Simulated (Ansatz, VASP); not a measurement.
# HCl in two plane-wave programs

Aim: how closely do two programs agree when they are given the same cell, functional and k mesh? The cell is taken from a series of runs on this material, whose earlier steps may have relaxed, scaled, displaced or heated it; both programs get it as it stands.

Main program and level: Ansatz 0.2.0; plane waves, with VASP 6.6.1 beside it; zone-centre phonons at PBEsol.

## (1) The starting structure

The structure is tetragonal, space group I4mm (No. 107). Conventional cell: a = 3.915 Å, b = 3.915 Å, c = 5.300 Å, α = 90.00°, β = 90.00°, γ = 90.00°. Nearest to H lie 1 Cl at 1.30 Å. Nearest to Cl lie 1 H at 1.30 Å. Farther neighbours and most contacts between anions are not listed.

## (2) VASP: zone-centre phonons, PBEsol

Second derivatives magnify differences that forces hide, and they need a tight electronic threshold.

Lines of VASP's logs that name or quote its potential files are left out, and so is its time.

INCAR reads:

```
SYSTEM = HCl
PREC = Accurate
ENCUT = 500
EDIFF = 1E-08
NELM = 120
ISMEAR = 0
SIGMA = 0.01
LREAL = .FALSE.
ALGO = Normal
GGA = PS
NBANDS = 10
LORBIT = 11
LWAVE = .FALSE.
LCHARG = .FALSE.
ISIF = 2
IBRION = 8
LEPSILON = .TRUE.
LASPH = .TRUE.
GGA_COMPAT = .FALSE.
EFERMI = MIDGAP
KPAR = 2
```

POSCAR reads:

```
HCl
1.0
   -1.9575706969      1.9575530516      2.6499761913
    1.9575706969     -1.9575530516      2.6499761913
    1.9575706969      1.9575530516     -2.6499761913
H Cl
1 1
Direct
    0.7114147177      0.7114147177      0.0000000000
    0.9565852823      0.9565852823      0.0000000000
```

KPOINTS reads:

```
Automatic mesh
0
Gamma
8 8 8
0 0 0
```

PAW data sets: H and Cl (PBE family, release 64).

Launch:

```bash
mpirun -np 2 vasp_std
```

Numbers of over 12 decimals in the logs are rounded to 6 here.

Log:

```text
[banner, memory and clock lines left out]
running    2 mpi-ranks, on    1 nodes
 distrk:  each k-point on    1 cores,    2 groups
 distr:  one band on    1 cores,    1 groups

 POSCAR found type information on POSCAR H Cl
 POSCAR found :  2 types and       2 ions
|                                                                             |
|               ----> ADVICE to this user running VASP <----                  |
|                                                                             |
|     You enforced a specific xc type in the INCAR file but a different       |
|     [... a line on the potential file left out ...]
|     I HOPE YOU KNOW WHAT YOU ARE DOING!                                     |
|                                                                             |

|                                                                             |
|           W    W    AA    RRRRR   N    N  II  N    N   GGGG   !!!           |
|           W    W   A  A   R    R  NN   N  II  NN   N  G    G  !!!           |
|           W    W  A    A  R    R  N N  N  II  N N  N  G       !!!           |
|           W WW W  AAAAAA  RRRRR   N  N N  II  N  N N  G  GGG   !            |
|           WW  WW  A    A  R   R   N   NN  II  N   NN  G    G                |
|           W    W  A    A  R    R  N    N  II  N    N   GGGG   !!!           |
|                                                                             |
|     Inconsistent Bravais lattice types found for crystalline and            |
|     reciprocal lattice:                                                     |
|                                                                             |
|        Crystalline: base-centered monoclinic                                |
|        Reciprocal : face-centered orthorhombic                              |
|                    (instead of base-centered monoclinic)                    |
|                                                                             |
|     In most cases this is due to inaccuracies in the specification of       |
|     the crytalline lattice vectors.                                         |
|                                                                             |
|     Suggested SOLUTIONS:                                                    |
|      ) Refine the lattice parameters of your structure,                     |
|      ) and/or try changing SYMPREC.                                         |
|                                                                             |

 LDA part: xc-table for (Slater+PW92), standard interpolation
 POSCAR, INCAR and KPOINTS ok, starting setup
 FFT: planning ... GRIDC
 FFT: planning ... GRID_SOFT
 FFT: planning ... GRID
 WAVECAR not read
 entering main loop
       N       E                     dE             d eps       ncg     rms          rms(c)
DAV:   1     0.240595010417E+02    0.24060E+02   -0.32405E+03  3000   0.611E+02
DAV:   2    -0.485280072097E+01   -0.28912E+02   -0.27711E+02  3876   0.110E+02
DAV:   3    -0.633530199025E+01   -0.14825E+01   -0.14806E+01  3594   0.260E+01
DAV:   4    -0.634494202008E+01   -0.96400E-02   -0.96383E-02  3790   0.256E+00
DAV:   5    -0.634502961097E+01   -0.87591E-04   -0.87589E-04  3718   0.230E-01    0.741E+00
DAV:   6    -0.624018785270E+01    0.10484E+00   -0.17623E-01  3396   0.208E+00    0.428E+00
DAV:   7    -0.622396480653E+01    0.16223E-01   -0.10500E-01  3394   0.174E+00    0.981E-01
DAV:   8    -0.622469403874E+01   -0.72923E-03   -0.87379E-03  3382   0.577E-01    0.186E-01
DAV:   9    -0.622481924470E+01   -0.12521E-03   -0.40172E-04  3520   0.138E-01    0.601E-02
DAV:  10    -0.622488753365E+01   -0.68289E-04   -0.85734E-05  3418   0.556E-02    0.115E-02
DAV:  11    -0.622489327263E+01   -0.57390E-05   -0.66297E-06  3936   0.156E-02    0.136E-02
DAV:  12    -0.622489596688E+01   -0.26942E-05   -0.18441E-06  3328   0.876E-03    0.501E-03
DAV:  13    -0.622489686364E+01   -0.89676E-06   -0.94903E-07  3440   0.630E-03    0.107E-03
DAV:  14    -0.622489690127E+01   -0.37631E-07   -0.54973E-08  3562   0.157E-03    0.137E-03
DAV:  15    -0.622489688653E+01    0.14747E-07   -0.41048E-09  3432   0.360E-04    0.398E-04
DAV:  16    -0.622489688167E+01    0.48593E-08   -0.14789E-09  3128   0.250E-04
   1 F= -.62248969E+01 E0= -.62248969E+01  d E =0.000000E+00
 Linear response reoptimize wavefunctions to high precision
DAV:   1    -0.622489688261E+01   -0.94150E-09   -0.43528E-11  2138   0.542E-05
DAV:   2    -0.622489688261E+01    0.10232E-11   -0.28699E-12  1710   0.153E-05
 Linear response G [H, r] |phi>, progress :
  Direction:   1
       N       E                     dE             d eps       ncg     rms
[...]
RMM:   3    -0.150426280561E+00    0.43676E-01   -0.38674E-02  4964   0.991E-01    0.934E-01
RMM:   4    -0.153790730060E+00   -0.33644E-02   -0.89647E-03  5144   0.507E-01    0.245E-01
RMM:   5    -0.159119014426E+00   -0.53283E-02   -0.55034E-04  5056   0.169E-01    0.622E-02
RMM:   6    -0.159931483787E+00   -0.81247E-03   -0.17634E-05  5265   0.294E-02    0.423E-02
RMM:   7    -0.161010653807E+00   -0.10792E-02   -0.14768E-05  4997   0.296E-02    0.294E-03
RMM:   8    -0.161039606918E+00   -0.28953E-04   -0.48318E-07  5463   0.407E-03    0.297E-03
RMM:   9    -0.161061810594E+00   -0.22204E-04   -0.66126E-08  5199   0.193E-03    0.721E-04
[...]
RMM:   7    -0.138892860558E-01    0.35149E-05   -0.37761E-08  5178   0.130E-03    0.147E-04
RMM:   8    -0.138890143380E-01    0.27172E-06   -0.25169E-09  5527   0.312E-04    0.646E-05
RMM:   9    -0.138892109815E-01   -0.19664E-06   -0.49050E-10  5504   0.124E-04    0.128E-05
RMM:  10    -0.138892694534E-01   -0.58472E-07   -0.18876E-10  5622   0.358E-05    0.284E-06
RMM:  11    -0.138892883605E-01   -0.18907E-07   -0.27046E-10  5905   0.857E-06    0.994E-07
RMM:  12    -0.138892893291E-01   -0.96854E-09    0.28768E-10  5264   0.502E-06    0.171E-07
 first order change of Fermi-energy   0.13122E-03
 force on displaced ion       1 direction 2 :  -0.000  -0.203   0.001
 Born effective charge ion    1 direction 2 :   0.000   0.301   0.000
 Linear response progress:
  Degree of freedom:   3/  6
       N       E                     dE             d eps       ncg     rms          rms(c)
RMM:   1    -0.153984839070E-01   -0.15398E-01    0.25863E-02  6876   0.843E-01
RMM:   2    -0.156238896356E-01   -0.22541E-03   -0.36779E-04  4846   0.140E-01    0.287E-01
RMM:   3    -0.154228117058E-01    0.20108E-03   -0.33565E-04  4992   0.100E-01    0.169E-01
RMM:   4    -0.155917771729E-01   -0.16897E-03   -0.21541E-04  4901   0.864E-02    0.410E-02
RMM:   5    -0.155920893426E-01   -0.31217E-06   -0.11506E-05  5032   0.223E-02    0.330E-03
RMM:   6    -0.155871554325E-01    0.49339E-05   -0.40189E-07  5315   0.438E-03    0.126E-03
RMM:   7    -0.155757492717E-01    0.11406E-04   -0.12570E-07  4685   0.242E-03    0.346E-04
RMM:   8    -0.155749495327E-01    0.79974E-06   -0.10513E-08  5326   0.700E-04    0.171E-04
RMM:   9    -0.155748847682E-01    0.64764E-07   -0.12140E-09  5303   0.209E-04    0.310E-05
RMM:  10    -0.155748543128E-01    0.30455E-07   -0.24738E-10  5434   0.725E-05    0.173E-05
RMM:  11    -0.155748918043E-01   -0.37491E-07   -0.14859E-10  5347   0.272E-05    0.475E-06
RMM:  12    -0.155749077700E-01   -0.15966E-07   -0.18816E-10  5545   0.132E-05    0.182E-06
RMM:  13    -0.155749098261E-01   -0.20561E-08   -0.81856E-10  5412   0.824E-06    0.738E-07
 first order change of Fermi-energy   0.19730E+01
 force on displaced ion       1 direction 3 :  -0.000  -0.000 -27.483
 Born effective charge ion    1 direction 3 :   0.000   0.000   0.439
 Linear response progress:
  Degree of freedom:   4/  6
       N       E                     dE             d eps       ncg     rms          rms(c)
RMM:   1    -0.191388804600E+00   -0.19139E+00   -0.16340E-02 10993   0.275E+00
RMM:   2    -0.189836024086E+00    0.15528E-02   -0.17761E-03  7943   0.312E-01    0.121E-01
RMM:   3    -0.189797825030E+00    0.38199E-04   -0.69984E-05  8646   0.621E-02    0.732E-02
RMM:   4    -0.189968322384E+00   -0.17050E-03   -0.50463E-05  9043   0.481E-02    0.945E-03
RMM:   6    -0.190014162330E+00   -0.13591E-04   -0.19716E-07  9096   0.309E-03    0.505E-04
RMM:   7    -0.190009609722E+00    0.45526E-05   -0.19734E-08  8835   0.904E-04    0.907E-05
RMM:   8    -0.190010405027E+00   -0.79530E-06   -0.63732E-09  9443   0.278E-04    0.547E-05
RMM:   9    -0.190011162459E+00   -0.75743E-06   -0.56496E-09  8965   0.132E-04    0.163E-05
RMM:  10    -0.190011027021E+00    0.13544E-06   -0.67735E-09  9786   0.609E-05    0.400E-06
RMM:  11    -0.190011057404E+00   -0.30383E-07   -0.45515E-08  9727   0.421E-05    0.200E-06
RMM:  12    -0.190011060637E+00   -0.32327E-08    0.14749E-08  9437   0.364E-05    0.490E-07
 first order change of Fermi-energy   0.32952E-04
 force on displaced ion       2 direction 1 :  -0.193   0.000   0.000
 Born effective charge ion    2 direction 1 :  -0.300   0.000  -0.000
 Linear response progress:
  Degree of freedom:   5/  6
       N       E                     dE             d eps       ncg     rms          rms(c)
RMM:   1    -0.191388528063E+00   -0.19139E+00   -0.16341E-02  6311   0.275E+00
RMM:   2    -0.189835719794E+00    0.15528E-02   -0.17756E-03  4592   0.312E-01    0.121E-01
RMM:   3    -0.189797531907E+00    0.38188E-04   -0.69973E-05  4983   0.621E-02    0.732E-02
RMM:   4    -0.189968027759E+00   -0.17050E-03   -0.50472E-05  5194   0.481E-02    0.945E-03
RMM:   6    -0.190013867830E+00   -0.13596E-04   -0.19544E-07  5216   0.308E-03    0.505E-04
RMM:   7    -0.190009315511E+00    0.45523E-05   -0.18670E-08  5061   0.899E-04    0.907E-05
RMM:   8    -0.190010110661E+00   -0.79515E-06   -0.47762E-09  5428   0.272E-04    0.548E-05
RMM:   9    -0.190010868366E+00   -0.75771E-06   -0.37243E-09  5152   0.126E-04    0.164E-05
RMM:  10    -0.190010732860E+00    0.13551E-06   -0.60739E-09  5639   0.551E-05    0.396E-06
RMM:  11    -0.190010764137E+00   -0.31277E-07    0.34492E-08  5570   0.361E-05    0.198E-06
RMM:  12    -0.190010767804E+00   -0.36674E-08    0.10887E-07  5434   0.305E-05    0.530E-07
RMM:  13    -0.190010764061E+00    0.37434E-08    0.13461E-07  4386   0.292E-05    0.716E-08
 first order change of Fermi-energy  -0.69685E-04
 force on displaced ion       2 direction 2 :   0.000  -0.193   0.000
 Born effective charge ion    2 direction 2 :   0.000  -0.300  -0.000
 Linear response progress:
  Degree of freedom:   6/  6
       N       E                     dE             d eps       ncg     rms          rms(c)
RMM:   1    -0.189689333564E+00   -0.18969E+00    0.82611E-02  5960   0.300E+00
RMM:   2    -0.190825078565E+00   -0.11357E-02   -0.22844E-03  4565   0.372E-01    0.376E-01
RMM:   3    -0.191336676595E+00   -0.51160E-03   -0.41676E-04  4643   0.116E-01    0.171E-01
RMM:   4    -0.191855103673E+00   -0.51843E-03   -0.19112E-04  5068   0.744E-02    0.382E-02
RMM:   5    -0.191662741005E+00    0.19236E-03   -0.12507E-05  5160   0.225E-02    0.117E-02
RMM:   6    -0.191670205578E+00   -0.74646E-05   -0.32166E-07  5263   0.380E-03    0.522E-03
RMM:   7    -0.191663470053E+00    0.67355E-05   -0.59209E-08  5176   0.189E-03    0.773E-04
RMM:   8    -0.191669087816E+00   -0.56178E-05   -0.16060E-08  5091   0.779E-04    0.307E-04
RMM:   9    -0.191668516015E+00    0.57180E-06   -0.35580E-09  5019   0.286E-04    0.432E-05
RMM:  10    -0.191668142194E+00    0.37382E-06   -0.23125E-09  5491   0.910E-05    0.152E-05
RMM:  11    -0.191668265679E+00   -0.12349E-06   -0.47737E-09  5241   0.466E-05    0.344E-06
RMM:  12    -0.191668256314E+00    0.93651E-08   -0.13550E-08  5569   0.281E-05    0.137E-06
 first order change of Fermi-energy  -0.19732E+01
 force on displaced ion       2 direction 3 :  -0.000  -0.001 -27.478
 Born effective charge ion    2 direction 3 :   0.000   0.000  -0.439
 Born effective charges drift removed
 Linear response finished
```

OUTCAR, selected parts (step 2):

```text
ion  position               nearest neighbor table
   1  0.711  0.711  0.000-   2 1.30
   2  0.957  0.957  0.000-   1 1.30

  LATTYP: Found a base centered monoclinic cell.
 ALAT       =     6.5891995764
 B/A-ratio  =     0.5941755669
 C/A-ratio  =     0.5941702111
 COS(beta)  =    -0.5941702111

 Subroutine GETGRP returns: Found  2 space group operations
 (whereof  2 operations were pure point group operations)

The static configuration has the point symmetry C_1h.

 Found    150 irreducible k-points:

   k-points           NKPTS =    150   k-points in BZ     NKDIM =    150   number of bands    NBANDS=     10

   dimension x,y,z NGX =    28 NGY =   28 NGZ =   28
   dimension x,y,z NGXF=    56 NGYF=   56 NGZF=   56

   ENCUT  =  500.0 eV  36.75 Ry    6.06 a.u.   6.99  6.99  6.99*2*pi/ulx,y,z

   NELECT =       8.0000    total number of electrons

 k-points in reciprocal lattice and weights: Automatic mesh
   0.00000000  0.00000000  0.00000000       0.002
   0.12500000 -0.00000000  0.00000000       0.004
   0.00000000 -0.12500000  0.12500000       0.004
   0.25000000 -0.00000000  0.00000000       0.004
   0.00000000 -0.25000000  0.25000000       0.004
   0.37500000 -0.00000000  0.00000000       0.004
   0.00000000 -0.37500000  0.37500000       0.004
   0.50000000 -0.00000000  0.00000000       0.002
   0.00000000  0.50000000  0.50000000       0.002
[...]
-0.37500000 -0.37500000  0.37500000       0.004
   0.50000000  0.50000000  0.50000000       0.002

 average (electrostatic) potential at core
       1 -38.9578       2 -96.2696

  Total       -0.0269265     -0.0269063     -0.1517417      0.0000000      0.0000014      0.0000000
  in kB       -1.0620799     -1.0612844     -5.9852542      0.0000000      0.0000569      0.0000000
  external PRESSURE =      -2.7028728 kB  Pullay stress =       0.0000000 kB

  energy-cutoff  :      500.00
  volume of cell :       40.62
      direct lattice vectors                 reciprocal lattice vectors
    -1.957570697  1.957553052  2.649976191     0.000000000  0.255420919  0.188680940
     1.957570697 -1.957553052  2.649976191     0.255418617  0.000000000  0.188680940
     1.957570697  1.957553052 -2.649976191     0.255418617  0.255420919  0.000000000

 POSITION                                       TOTAL-FORCE (eV/Angst)
 -----------------------------------------------------------------------------------
      0.00000      0.00000      3.77046        -0.000000      0.000000      0.097463
      0.00000      0.00000      5.06986         0.000000     -0.000000     -0.097463
 -----------------------------------------------------------------------------------
    total drift:                               -0.000002     -0.000000      0.000195

 MACROSCOPIC STATIC DIELECTRIC TENSOR (including local field effects in DFT)
 ------------------------------------------------------
           2.198505     0.000000     0.000000
           0.000000     2.198506    -0.000020
           0.000000     0.000017     2.260673
 ------------------------------------------------------

 PIEZOELECTRIC TENSOR (including local field effects)  for field in x, y, z        (C/m^2)
          XX          YY          ZZ          XY          YZ          ZX
  --------------------------------------------------------------------------------
  x     0.00000     0.00000     0.00000    -0.00001     0.00000     0.04828
  y    -0.00001     0.00009    -0.00009     0.00000     0.04828     0.00000
  z     0.03100     0.03101    -0.03002     0.00000    -0.00010     0.00000

 BORN EFFECTIVE CHARGES (including local field effects) (in |e|, cummulative output)
 ---------------------------------------------------------------------------------
 ion    1
    1     0.30054     0.00000     0.00000
    2     0.00000     0.30054    -0.00001
    3     0.00000    -0.00004     0.43885
 ion    2
    1    -0.30054     0.00000     0.00000
    2     0.00000    -0.30054     0.00001
    3     0.00000     0.00004    -0.43885

 Eigenvectors and eigenvalues of the dynamical matrix
 ----------------------------------------------------

   1 f  =   83.104374 THz   522.160182 2PiTHz 2772.063534 cm-1   343.691920 meV
             X         Y         Z           dx          dy          dz
      0.000000  0.000000  3.770464     0.000000   -0.000008    0.986191
      0.000000  0.000000  5.069856    -0.000000    0.000000   -0.165612

   2 f  =    7.131465 THz    44.808313 2PiTHz  237.880052 cm-1    29.493354 meV
             X         Y         Z           dx          dy          dz
      0.000000  0.000000  3.770464    -0.000000    0.986805   -0.000022
      0.000000  0.000000  5.069856     0.000000   -0.161910   -0.000182

   3 f  =    7.130231 THz    44.800563 2PiTHz  237.838905 cm-1    29.488253 meV
             X         Y         Z           dx          dy          dz
      0.000000  0.000000  3.770464    -0.986791   -0.000000    0.000000
      0.000000  0.000000  5.069856     0.162001    0.000000    0.000000

   4 f/i=    0.001332 THz     0.008369 2PiTHz    0.044431 cm-1     0.005509 meV
             X         Y         Z           dx          dy          dz
      0.000000  0.000000  3.770464     0.000000    0.008103    0.165414
      0.000000  0.000000  5.069856     0.000000    0.048253    0.985010

   5 f/i=    0.026217 THz     0.164725 2PiTHz    0.874497 cm-1     0.108424 meV
             X         Y         Z           dx          dy          dz
      0.000000  0.000000  3.770464     0.162001    0.000000   -0.000000
      0.000000  0.000000  5.069856     0.986791    0.000000   -0.000000

   6 f/i=    0.026906 THz     0.169056 2PiTHz    0.897491 cm-1     0.111275 meV
             X         Y         Z           dx          dy          dz
      0.000000  0.000000  3.770464     0.000000   -0.161708    0.008102
      0.000000  0.000000  5.069856     0.000000   -0.985625    0.048253

 MACROSCOPIC STATIC DIELECTRIC TENSOR IONIC CONTRIBUTION
 ------------------------------------------------------
           2.031672     0.000000    -0.000000
           0.000000     2.032018    -0.000279
          -0.000000    -0.000279     0.031221
 ------------------------------------------------------

 ELASTIC MODULI CONTR FROM IONIC RELAXATION (kBar)
 Direction    XX          YY          ZZ          XY          YZ          ZX
 --------------------------------------------------------------------------------
 XX          -0.3476     -0.3476    -25.2767     -0.0000     -0.0292     -0.0000
 YY          -0.3476     -0.3483    -25.2677      0.0000     -0.1725     -0.0000
 ZZ         -25.2767    -25.2677  -1838.1298     -0.0000     -0.2439      0.0000
 XY          -0.0000      0.0000     -0.0000     -0.0900      0.0000      2.7886
 YZ          -0.0292     -0.1725     -0.2439      0.0000    -30.5663     -0.0000
 ZX          -0.0000     -0.0000      0.0000      2.7886     -0.0000    -86.3866
 --------------------------------------------------------------------------------

 PIEZOELECTRIC TENSOR IONIC CONTR  for field in x, y, z        (C/m^2)
          XX          YY          ZZ          XY          YZ          ZX
  --------------------------------------------------------------------------------
  x     0.00000     0.00000    -0.00000    -0.01273     0.00000     0.39421
  y     0.00018     0.00128    -0.00108    -0.00000     0.23451     0.00000
  z     0.00310     0.00310     0.22542     0.00000     0.00001    -0.00000
```

(Part 1 of 2 ends here.)

[Lines on the potential files, build, host, timing and source positions are cut from VASP's logs without a mark.]

[Logs are printed without paths, hosts, clocks, repeated set-up lines and the standing remarks that a program may print on its own settings, such as how far it seeks lower states.]

[Hosts, paths, dates, database ids (printed as entryN), source tags and the programs' standing remarks are cut or masked in the printed files.]
